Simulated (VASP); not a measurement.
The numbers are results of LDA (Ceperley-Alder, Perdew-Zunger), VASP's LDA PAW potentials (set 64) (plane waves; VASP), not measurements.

A VASP calculation is set up with these files.

KPOINTS:
```
Automatic mesh
0
Gamma
14 14 14
0 0 0
```

**INCAR**
```
# general
SYSTEM  = HfN
PREC    = Accurate
ENCUT   = 620   # plane-wave cut-off (eV)
LREAL   = .FALSE.
LASPH   = .TRUE.

# electronic loop
EDIFF   = 1E-6   # SCF stop (eV)
NELM    = 100
ALGO    = Normal
LMAXMIX = 6   # l cut-off of mixed one-centre charges

# smearing
ISMEAR  = 1   # Methfessel-Paxton
SIGMA   = 0.1   # width (eV)

# ions
IBRION  = 2
NSW     = 40   # most ionic steps
ISIF    = 3   # ions, shape and volume
EDIFFG  = -0.02
PSTRESS = 300   # kbar

# output
LWAVE   = .FALSE.
LCHARG  = .FALSE.
```

### POSCAR
```
HfN
1
    0.0000000000     2.1887624981     2.1887624981
    2.1887624981     0.0000000000     2.1887624981
    2.1887624981     2.1887624981     0.0000000000
Hf N
1 1
Direct
  0.0000000000   0.0000000000   0.0000000000
  0.5000000000   0.5000000000   0.5000000000
```

POTCAR, in this order: Hf_pv N (LDA.64 set). Program: vasp_std.

The resulting files:

File OSZICAR:
```
       N       E                     dE             d eps       ncg     rms          rms(c)
DAV:   1     0.435737972110E+02    0.43574E+02   -0.92088E+03  2288   0.149E+03
DAV:   2    -0.245658970454E+02   -0.68140E+02   -0.64037E+02  2993   0.271E+02
DAV:   3    -0.267853515090E+02   -0.22195E+01   -0.21665E+01  2907   0.407E+01
DAV:   4    -0.268012471626E+02   -0.15896E-01   -0.15822E-01  2737   0.357E+00
DAV:   5    -0.268014494343E+02   -0.20227E-03   -0.20221E-03  2859   0.310E-01    0.610E+01
DAV:   6    -0.238835110762E+02    0.29179E+01   -0.15258E+01  2582   0.289E+01    0.499E+01
DAV:   7    -0.238167106218E+02    0.66800E-01   -0.67263E-01  2612   0.694E+00    0.283E+01
DAV:   8    -0.237976369760E+02    0.19074E-01   -0.73585E-02  2624   0.263E+00    0.437E+00
DAV:   9    -0.237925872389E+02    0.50497E-02   -0.35989E-02  2606   0.133E+00    0.162E+00
DAV:  10    -0.237920474062E+02    0.53983E-03   -0.29958E-03  2627   0.464E-01    0.536E-02
DAV:  11    -0.237920496417E+02   -0.22355E-05   -0.66749E-05  2717   0.925E-02    0.443E-02
DAV:  12    -0.237920486671E+02    0.97457E-06   -0.89623E-06  2591   0.286E-02
   1 F= -.19865269E+02 E0= -.19865092E+02  d E =-.198653E+02
       N       E                     dE             d eps       ncg     rms          rms(c)
DAV:   1    -0.237555562533E+02    0.36493E-01   -0.13173E+01  2294   0.399E+01    0.157E+01
DAV:   2    -0.234115336738E+02    0.34402E+00   -0.53173E-01  2384   0.754E+00    0.768E+00
DAV:   3    -0.233016243523E+02    0.10991E+00   -0.24046E-01  2468   0.520E+00    0.406E+00
DAV:   4    -0.232997929149E+02    0.18314E-02   -0.86319E-03  2730   0.953E-01    0.260E+00
DAV:   5    -0.232993367822E+02    0.45613E-03   -0.14237E-03  2705   0.340E-01    0.242E-01
DAV:   6    -0.232993288107E+02    0.79716E-05   -0.99743E-05  2743   0.103E-01    0.500E-02
DAV:   7    -0.232993262932E+02    0.25174E-05   -0.37397E-06  2643   0.208E-02    0.220E-02
DAV:   8    -0.232993261018E+02    0.19139E-06   -0.34618E-07  1357   0.509E-03
   2 F= -.19732164E+02 E0= -.19732005E+02  d E =0.133105E+00
       N       E                     dE             d eps       ncg     rms          rms(c)
DAV:   1    -0.239695473278E+02   -0.67022E+00   -0.73118E+00  2291   0.296E+01    0.118E+01
DAV:   2    -0.237793128316E+02    0.19023E+00   -0.32157E-01  2351   0.581E+00    0.592E+00
DAV:   3    -0.237178740985E+02    0.61439E-01   -0.14248E-01  2453   0.384E+00    0.323E+00
DAV:   4    -0.237169298791E+02    0.94422E-03   -0.60928E-03  2745   0.779E-01    0.195E+00
DAV:   5    -0.237165988542E+02    0.33102E-03   -0.14241E-03  2624   0.349E-01    0.152E-01
DAV:   6    -0.237165931604E+02    0.56938E-05   -0.88074E-05  2654   0.948E-02    0.469E-02
DAV:   7    -0.237165915474E+02    0.16130E-05   -0.29811E-06  2578   0.182E-02    0.232E-02
DAV:   8    -0.237165914541E+02    0.93285E-07   -0.25940E-07  1312   0.424E-03
   3 F= -.19881286E+02 E0= -.19881117E+02  d E =-.160176E-01
       N       E                     dE             d eps       ncg     rms          rms(c)
DAV:   1    -0.237140156444E+02    0.25759E-02   -0.65845E-04  2288   0.279E-01    0.104E-01
DAV:   2    -0.237139980612E+02    0.17583E-04   -0.29267E-05  2366   0.548E-02    0.501E-02
DAV:   3    -0.237139925350E+02    0.55262E-05   -0.12179E-05  2471   0.357E-02    0.290E-02
DAV:   4    -0.237139924033E+02    0.13169E-06   -0.49343E-07  1180   0.742E-03
   4 F= -.19881300E+02 E0= -.19881131E+02  d E =-.160319E-01
```

### OUTCAR
```
------------------------ aborting loop because EDIFF is reached ----------------------------------------
  FORCE on cell =-STRESS in cart. coord.  units (eV):
  Direction    XX          YY          ZZ          XY          YZ          ZX
  --------------------------------------------------------------------------------------
  Total        3.8307623      3.8307623      3.8307623      0.0000000      0.0000000      0.0000000
  in kB      299.8489566    299.8489566    299.8489566      0.0000000      0.0000000      0.0000000
  external PRESSURE =      -0.1510434 kB  Pullay stress =     300.0000000 kB
  volume of cell :       20.47
      direct lattice vectors                 reciprocal lattice vectors
     0.000000000  2.171139601  2.171139601    -0.230293805  0.230293805  0.230293805
     2.171139601  0.000000000  2.171139601     0.230293805 -0.230293805  0.230293805
     2.171139601  2.171139601  0.000000000     0.230293805  0.230293805 -0.230293805
 POSITION                                       TOTAL-FORCE (eV/Angst)
 -----------------------------------------------------------------------------------
      4.34228      2.17114      2.17114         0.000000     -0.000000      0.000000
      2.17114      2.17114      2.17114        -0.000000      0.000000     -0.000000
 -----------------------------------------------------------------------------------
    total drift:                                0.000000      0.000000      0.000000
  FREE ENERGIE OF THE ION-ELECTRON SYSTEM (eV)
  ---------------------------------------------------
  free  energy   TOTEN  =       -23.7139924033 eV

  energy  without entropy=      -23.7134847255  energy(sigma->0) =      -23.71382318
  enthalpy is  TOTEN    =       -19.8813004545 eV   P V=        3.8326919488

 reached required accuracy - stopping structural energy minimisation
```
(Selected blocks of OUTCAR.)

CONTCAR:
```
HfN
   1.00000000000000
     0.0000000000000000    2.1711396008621189    2.1711396008621189
     2.1711396008621189    0.0000000000000000    2.1711396008621189
     2.1711396008621189    2.1711396008621189    0.0000000000000000
  Hf              N
     1     1
Direct
     0.0000000000000000    1.0000000000000000    1.0000000000000000
     0.5000000000000000    0.5000000000000000    0.5000000000000000
```

Energy and stress use the plane-wave basis of the starting cell.

The compound is HfN in the rock salt structure. This run relaxes it under an external pressure of 30 GPa. Symmetry was kept, so distortions that lower it aren't found. The electron count is odd and the run is not spin-polarised, which forces a metal.
